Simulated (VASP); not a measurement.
OSZICAR of a VASP run on Ga36N35O:

### OSZICAR
```
       N       E                     dE             d eps       ncg     rms          rms(c)
DAV:   1    -0.526357335734E+03   -0.52636E+03   -0.22590E+01   740   0.124E+01    0.953E+00
DAV:   2    -0.526521144402E+03   -0.16381E+00   -0.71865E-01   880   0.142E+00    0.654E+00
DAV:   3    -0.526471494358E+03    0.49650E-01   -0.20331E-02   856   0.386E-01    0.381E+00
DAV:   4    -0.526451441798E+03    0.20053E-01   -0.17284E-02   832   0.242E-01    0.215E+00
DAV:   5    -0.526445318033E+03    0.61238E-02   -0.38721E-03   840   0.125E-01    0.119E+00
DAV:   6    -0.526443147227E+03    0.21708E-02   -0.13444E-03   840   0.856E-02    0.660E-01
DAV:   7    -0.526442408495E+03    0.73873E-03   -0.30264E-04   832   0.449E-02    0.368E-01
DAV:   8    -0.526442166227E+03    0.24227E-03   -0.14272E-04   832   0.300E-02    0.203E-01
DAV:   9    -0.526442093396E+03    0.72831E-04   -0.39150E-05   656   0.147E-02    0.112E-01
DAV:  10    -0.526442072052E+03    0.21343E-04   -0.14044E-05   464   0.983E-03    0.613E-02
DAV:  11    -0.526442068156E+03    0.38962E-05   -0.82765E-06   480   0.596E-03
   1 F= -.52644207E+03 E0= -.52644207E+03  d E =-.120165E-14  mag=     1.0000
```

Question: Which electronic solver shows in the log?

Answer: It is blocked Davidson (ALGO = Normal, or the opening steps of other solvers). The INCAR had ALGO = Normal.

Question: How was spin treated?

Answer: Collinear spin (ISPIN = 2): the summary line carries one mag value, 1.00 μB in the cell.

Question: Can the final energy be trusted as converged?

Answer: The run converged. It stopped with EDIFF = 1E-5, NELM = 50 (HSE06 screened hybrid, plane waves, VASP's PBE PAW potentials (set 64)).  The supercell is sampled at Γ alone, which is coarse: total energies, pressure and levels can be off, energies of defects by several tenths of an eV.

The cell is a supercell with a defect, built from GaN (wurtzite): O_N. The cell's shape comes from a PBE relaxation. The total moment is imposed (NUPDOWN), so this need not be the lowest spin state.
